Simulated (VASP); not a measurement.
AlN: relaxation of shape and atoms at fixed volume with PBE

AlN:

```
Al N
1.0
     3.06471    0.00000    0.00000
    -1.53236    2.65412    0.00000
     0.00000    0.00000    4.91400
Al N
2 2
Direct
  0.33333 0.66667 0.99926
  0.66667 0.33333 0.49926
  0.33333 0.66667 0.38074
  0.66667 0.33333 0.88074
```

The cell isn't the ideal one: a relaxed cell with its volume scaled by 0.94.

```
Program                : VASP 6.6.1
Task                   : relaxation of shape and atoms at fixed volume
Functional             : PBE
Potentials or basis    : VASP PAW PBE potentials, release 64 (Al, N)
Cutoff                 : 520 eV
k mesh                 : 9 × 9 × 4
Occupations            : gaussian, width 0.02 eV
Spin                   : no spin polarisation
Further INCAR settings : ALGO = Normal; EDIFF = 1e-07; IBRION = 2; EDIFFG = -0.002; NSW = 80; ISIF = 4
```

```
Energy gained by relaxing : 0.1 meV/atom
Ionic steps               : 5
Pressure after relaxing   : 13.5 GPa
Band gap on the k mesh    : 4.57 eV, direct
```

The path:
| step | energy change (eV) | largest force (eV/Å) | pressure (GPa) | volume (Å³) |
| --- | --- | --- | --- | --- |
| 1 | 0.0000 | 0.0247 | 13.61 | 39.97 |
| 2 | -0.0004 | 0.0322 | 13.57 | 39.97 |
| 3 | -0.0004 | 0.0363 | 13.55 | 39.97 |
| 4 | -0.0004 | 0.0326 | 13.52 | 39.97 |
| 5 | -0.0005 | 0.0007 | 13.53 | 39.97 |

Final structure:
```cif
data_structure
_symmetry_space_group_name_H-M 'P 1'
_symmetry_Int_Tables_number 1
_cell_length_a 3.0694
_cell_length_b 3.0694
_cell_length_c 4.8990
_cell_angle_alpha 90.000
_cell_angle_beta 90.000
_cell_angle_gamma 120.000
_cell_volume 39.97
loop_
_atom_site_label
_atom_site_type_symbol
_atom_site_fract_x
_atom_site_fract_y
_atom_site_fract_z
_atom_site_occupancy
Al1 Al 0.33333 0.66667 0.99859 1
Al2 Al 0.66667 0.33333 0.49859 1
N1 N 0.33333 0.66667 0.38141 1
N2 N 0.66667 0.33333 0.88141 1
```

Levels at points of the mesh, in eV from the valence-band top:
| k point | band 6 | band 7 | band 8 | band 9 | band 10 | band 11 |
| --- | --- | --- | --- | --- | --- | --- |
| (0.00, 0.00, 0.00) | -0.27 | -0.27 | 0.00 | 4.57 | 6.99 | 10.98 |
| (0.00, 0.00, 0.50) | -0.61 | -0.61 | -0.61 | 6.82 | 6.82 | 10.67 |

Wall time 32 s on 1 thread of AMD EPYC 7R13 Processor (Zen 3), on a shared host, peak memory 0.13 GiB.

Caveat: an odd mesh through Γ misses points on the zone boundary, where band edges often lie.
